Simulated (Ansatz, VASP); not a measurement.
# KMgF3: VASP beside Ansatz, part 2 of 2

One calculation is typed for both programs; each brings its own data sets and cutoff. How far apart do they land? The cell is taken from a series of VASP runs on this material, whose earlier steps may have relaxed, scaled or displaced it; both programs get it as it stands.

VASP 6.6.1 and Ansatz 0.2.0.

So far: Set-up; Ansatz: relaxation of cell and atoms, r2SCAN; VASP: relaxation of cell and atoms, r2SCAN.

## 3. VASP: relaxation of cell and atoms, r2SCAN (continued)

Level of this step: r2SCAN; plane waves and PAW (K_sv, Mg, F) (VASP).

Numbers of over 12 decimals in the logs are rounded to 6 here.

From OUTCAR (step 3):

```text
ion  position               nearest neighbor table
   1  0.500  0.500  0.500-   3 2.81   4 2.81   5 2.81   4 2.81   5 2.81   3 2.81   5 2.81   5 2.81
                             3 2.81   4 2.81   4 2.81   3 2.81   2 3.44   2 3.44   2 3.44   2 3.44
   2  0.000  0.000  0.000-   3 1.99   4 1.99   5 1.99   3 1.99   4 1.99   5 1.99   1 3.44   1 3.44
                             1 3.44   1 3.44   1 3.44   1 3.44   1 3.44   1 3.44
   3  0.000  0.000  0.500-   2 1.99   2 1.99   1 2.81   1 2.81   1 2.81   1 2.81
   4  0.000  0.500  0.000-   2 1.99   2 1.99   1 2.81   1 2.81   1 2.81   1 2.81
   5  0.500  0.000  0.000-   2 1.99   2 1.99   1 2.81   1 2.81   1 2.81   1 2.81

  LATTYP: Found a simple cubic cell.
 ALAT       =     3.9705072443

 Subroutine GETGRP returns: Found 48 space group operations
 (whereof 48 operations were pure point group operations)

The static configuration has the point symmetry O_h .

 Found     20 irreducible k-points:

   k-points           NKPTS =     20   k-points in BZ     NKDIM =     20   number of bands    NBANDS=     22

   dimension x,y,z NGX =    32 NGY =   32 NGZ =   32
   dimension x,y,z NGXF=    64 NGYF=   64 NGZF=   64

   ENCUT  =  560.0 eV  41.16 Ry    6.42 a.u.   7.66  7.66  7.66*2*pi/ulx,y,z

   NELECT =      32.0000    total number of electrons

 k-points in reciprocal lattice and weights: Automatic mesh
   0.00000000  0.00000000  0.00000000       0.005
   0.16666667  0.00000000  0.00000000       0.028
   0.33333333  0.00000000  0.00000000       0.028
   0.50000000  0.00000000  0.00000000       0.014
   0.16666667  0.16666667  0.00000000       0.056
   0.33333333  0.16666667  0.00000000       0.111
   0.50000000  0.16666667  0.00000000       0.056
   0.33333333  0.33333333  0.00000000       0.056
   0.50000000  0.33333333  0.00000000       0.056
[...]
0.50000000  0.50000000  0.33333333       0.028
   0.50000000  0.50000000  0.50000000       0.005

 average (electrostatic) potential at core
       1 -38.0733       2 -41.5099       3 -81.9398       4 -81.9398       5 -81.9398

 E-fermi :  -1.9279

 k-point     1 :       0.0000    0.0000    0.0000
  band No.  band energies     occupation
    ...
     12      -2.8063      2.00000
     13      -2.8063      2.00000
     14      -2.4811      2.00000
     15      -2.4811      2.00000
     16      -2.4811      2.00000
     17       6.1809      0.00000
     18       8.6970      0.00000
     19       8.6970      0.00000
     20      11.0416      0.00000
     21      11.0416      0.00000
    ...

 k-point     2 :       0.1667    0.0000    0.0000
  band No.  band energies     occupation
    ...
     12      -2.8616      2.00000
     13      -2.8616      2.00000
     14      -2.7336      2.00000
     15      -2.5362      2.00000
     16      -2.5362      2.00000
     17       6.6671      0.00000
     18       8.9493      0.00000
     19       9.0108      0.00000
     20      11.1716      0.00000
     21      11.1953      0.00000
    ...

 k-point     3 :       0.3333    0.0000    0.0000
  band No.  band energies     occupation
    ...
     12      -2.9894      2.00000
     13      -2.9774      2.00000
     14      -2.9774      2.00000
     15      -2.6441      2.00000
     16      -2.6441      2.00000
     17       7.8578      0.00000
     18       9.4845      0.00000
     19       9.5914      0.00000
     20      11.4727      0.00000
     21      11.5094      0.00000
    ...

  Total        0.0009873      0.0009873      0.0009873      0.0000000      0.0000000     -0.0000000
  in kB        0.0252706      0.0252706      0.0252706      0.0000000      0.0000000     -0.0000000
  external PRESSURE =       0.0252706 kB  Pullay stress =       0.0000000 kB

  energy-cutoff  :      560.00
  volume of cell :       62.59
      direct lattice vectors                 reciprocal lattice vectors
     3.970507244  0.000000000  0.000000000     0.251856989  0.000000000  0.000000000
     0.000000000  3.970507244  0.000000000     0.000000000  0.251856989  0.000000000
     0.000000000  0.000000000  3.970507244     0.000000000  0.000000000  0.251856989

 POSITION                                       TOTAL-FORCE (eV/Angst)
 -----------------------------------------------------------------------------------
      1.98525      1.98525      1.98525         0.000000      0.000000      0.000000
      0.00000      0.00000      0.00000         0.000000      0.000000      0.000000
      0.00000      0.00000      1.98525         0.000000      0.000000      0.000000
      0.00000      1.98525      0.00000         0.000000      0.000000      0.000000
      1.98525      0.00000      0.00000         0.000000      0.000000      0.000000
 -----------------------------------------------------------------------------------
    total drift:                                0.000000      0.000000     -0.000000

  FREE ENERGIE OF THE ION-ELECTRON SYSTEM (eV)
  ---------------------------------------------------
  free  energy   TOTEN  =       -37.4194810075 eV

  energy  without entropy=      -37.4194810075  energy(sigma->0) =      -37.41948101

 reached required accuracy - stopping structural energy minimisation

 total charge
# of ion       s       p       d       tot
------------------------------------------
    1        1.958   5.690   0.026   7.674
    2        0.119   0.158   0.074   0.352
    3        1.731   4.438   0.000   6.168
    4        1.731   4.438   0.000   6.168
    5        1.731   4.438   0.000   6.168
--------------------------------------------------
tot          7.270  19.161   0.100  26.530

[... 3 further parts left out ...]
```

CONTCAR:

```
KMgF3
   1.00000000000000
     3.9705072442999998    0.0000000000000000    0.0000000000000000
     0.0000000000000000    3.9705072442999998    0.0000000000000000
     0.0000000000000000    0.0000000000000000    3.9705072442999998
  K               Mg              F
     1     1     3
Direct
     0.5000000000000000    0.5000000000000000    0.5000000000000000
     0.0000000000000000    0.0000000000000000    0.0000000000000000
     0.0000000000000000    0.0000000000000000    0.5000000000000000
     0.0000000000000000    0.5000000000000000    0.0000000000000000
     0.5000000000000000    0.0000000000000000    0.0000000000000000
```

## 4. Side by side

Known differences besides the potentials themselves: VASP keeps PBE cores, Ansatz makes them for the functional; both relaxations stop at a tolerance, which leaves soft axes loose, and VASP keeps its plane-wave basis; the data sets hold 40 valence electrons in Ansatz (default PAW (the set named soft_2) files) and 32 in VASP; the cutoff is 500 eV in Ansatz and 560 eV in VASP; Ansatz adds a Pulay correction to the stress that steers its cell, VASP none. Total energies have different zeros and are not compared.

The two programs side by side:

| quantity | Ansatz | VASP | difference |
| --- | --- | --- | --- |
| volume (Å³) | 63.09 | 62.59 | +0.79 % |
| edge a after relaxation, in the typed setting (Å) | 3.981 | 3.970 | +0.26 % |

The walks stopped with 0.00 GPa left in Ansatz and 0.00 GPa in VASP; each walk ends within a tolerance, so the volume difference is uncertain by about these residues over the bulk modulus, most in soft cells.

## 5. Outcome

- difference in volume (relaxation of cell and atoms, r2SCAN): 0.79 %

**Reading.** The difference in volume is 0.79 % (relaxation of cell and atoms, r2SCAN), within the 1.2 % picked in this series as the mark of a large difference, as far as the stopping tolerances let one tell. Such differences can come from data sets, numerical settings and the points named under the comparisons, not from the functional's error against experiment.

[Lines on the potential files, build, host, timing and source positions are cut from VASP's logs without a mark.]

[Logs are printed without paths, hosts, clocks, repeated set-up lines and the standing remarks that a program may print on its own settings, such as how far it seeks lower states.]

[Hosts, paths, dates, database ids (printed as entryN), source tags and the programs' standing remarks are cut or masked in the printed files.]
